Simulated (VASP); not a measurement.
Data:

```
CELL_PARAMETERS angstrom
      1.35472    -2.34644     0.00000
      1.35472     2.34644     0.00000
      0.00000     0.00000     4.27153
ATOMIC_POSITIONS crystal
  Ru 0.33333 0.66667 0.25000
  Ru 0.66667 0.33333 0.75000
```

Level of theory: rev-vdW-DF2, VASP's PBE PAW potentials (set 64) (plane waves; VASP 6.6.1). Settings: 520 eV cut-off, Gaussian smearing of 0.050 eV, potentials Ru_pv.

Give the energies of bands 7 to 17 at the high-symmetry points, in eV from the Fermi level.

```json
[
 {"band": "7", "Γ": "-7.98", "M": "-6.14", "K": "-5.59", "A": "-6.04", "L": "-6.04", "H": "-4.70"},
 {"band": "8", "Γ": "-6.20", "M": "-5.49", "K": "-4.31", "A": "-6.04", "L": "-6.04", "H": "-4.70"},
 {"band": "9", "Γ": "-2.61", "M": "-5.37", "K": "-4.31", "A": "-2.79", "L": "-4.51", "H": "-4.10"},
 {"band": "10", "Γ": "-2.61", "M": "-3.05", "K": "-3.77", "A": "-2.79", "L": "-4.51", "H": "-4.10"},
 {"band": "11", "Γ": "-2.40", "M": "-2.05", "K": "-2.83", "A": "-2.79", "L": "-1.08", "H": "-2.70"},
 {"band": "12", "Γ": "-1.93", "M": "-1.78", "K": "-2.83", "A": "-2.79", "L": "-1.08", "H": "-2.70"},
 {"band": "13", "Γ": "-1.93", "M": "-1.51", "K": "-1.07", "A": "-2.68", "L": "0.46", "H": "-1.20"},
 {"band": "14", "Γ": "-1.43", "M": "1.39", "K": "1.01", "A": "-2.68", "L": "0.46", "H": "-1.20"},
 {"band": "15", "Γ": "-1.43", "M": "1.81", "K": "1.01", "A": "0.53", "L": "1.65", "H": "1.21"},
 {"band": "16", "Γ": "1.17", "M": "1.92", "K": "1.46", "A": "0.53", "L": "1.65", "H": "1.21"},
 {"band": "17", "Γ": "1.17", "M": "4.07", "K": "7.03", "A": "0.53", "L": "3.41", "H": "8.44"}
]
```

It has no gap at this level: it comes out as a metal or semimetal.

The compound is Ru in the hcp structure. It was relaxed first.
